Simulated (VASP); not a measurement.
Crystal: Ba4ZrTi3O12.

```xyz
20
Lattice="-4.0523 4.0523 4.0523 4.0523 -4.0523 4.0523 4.0523 4.0523 -4.0523" Properties=species:S:1:pos:R:3 pbc="T T T"
Ba    2.0262    2.0262    2.0262
Ba    2.0262    2.0262   -2.0262
Ba    2.0262   -2.0262    2.0262
Ba   -2.0262    2.0262    2.0262
Zr    0.0000    0.0000    0.0000
Ti    0.0000    0.0000    4.0523
Ti    0.0000    4.0523    0.0000
Ti    4.0523    0.0000    0.0000
O     2.0262    0.0000    0.0000
O     2.0262    0.0000    4.0523
O     2.0262    4.0523    0.0000
O     6.0785    0.0000    0.0000
O     0.0000    2.0262    0.0000
O     0.0000    2.0262    4.0523
O     0.0000    6.0785    0.0000
O     4.0523    2.0262    0.0000
O     0.0000    0.0000    2.0262
O     0.0000    0.0000    6.0785
O     0.0000    4.0523    2.0262
O     4.0523    0.0000    2.0262
```

The cell was built by a generator and needn't be a form met in nature.

* Program: VASP 6.6.1
* Task: relaxation of cell and atoms
* Functional: PBE
* Potentials or basis: VASP PAW PBE potentials, release 64 (Ba_sv, Zr_sv, Ti_sv, O)
* Cutoff: 600 eV
* k mesh: 6 × 6 × 6
* Occupations: gaussian, width 0.03 eV
* Spin: no spin polarisation

At the start: pressure 4.6 GPa; volume 13.31 Å³/atom.

Question: How do energy, volume and symmetry change on relaxing?

Answer: Over 8 steps the energy falls by 24.9 meV/atom and the volume is 13.61 Å³/atom (+2.3 %); space group Im-3m (No. 229, to 0.05 Å).

Step by step:
```tsv
step	energy change (eV)	largest force (eV/Å)	pressure (GPa)	volume (Å³)
1	0.0000	2.2567	4.57	266.18
2	-0.1727	1.3515	-4.56	281.09
3	-0.4904	0.1254	-1.07	274.11
4	-0.4904	0.1629	-0.97	273.95
5	-0.4956	0.0728	0.65	271.07
6	-0.4984	0.0166	0.04	272.14
7	-0.4984	0.0138	0.05	272.10
8	-0.4984	0.0094	0.01	272.20
```

Final structure:
```
Ba Zr Ti O
1.0
    -4.08266    4.08266    4.08266
     4.08266   -4.08266    4.08266
     4.08266    4.08266   -4.08266
Ba Zr Ti O
4 1 3 12
Cartesian
  2.0413 2.0413 2.0413
  2.0413 2.0413 -2.0413
  2.0413 -2.0413 2.0413
  -2.0413 2.0413 2.0413
  0.0000 0.0000 0.0000
  0.0000 0.0000 4.0827
  0.0000 4.0827 0.0000
  4.0827 0.0000 0.0000
  2.1056 0.0000 0.0000
  2.0413 0.0000 4.0827
  2.0413 4.0827 0.0000
  6.0597 0.0000 0.0000
  0.0000 2.1056 0.0000
  0.0000 2.0413 4.0827
  0.0000 6.0597 0.0000
  4.0827 2.0413 0.0000
  0.0000 0.0000 2.1056
  0.0000 0.0000 6.0597
  0.0000 4.0827 2.0413
  4.0827 0.0000 2.0413
```
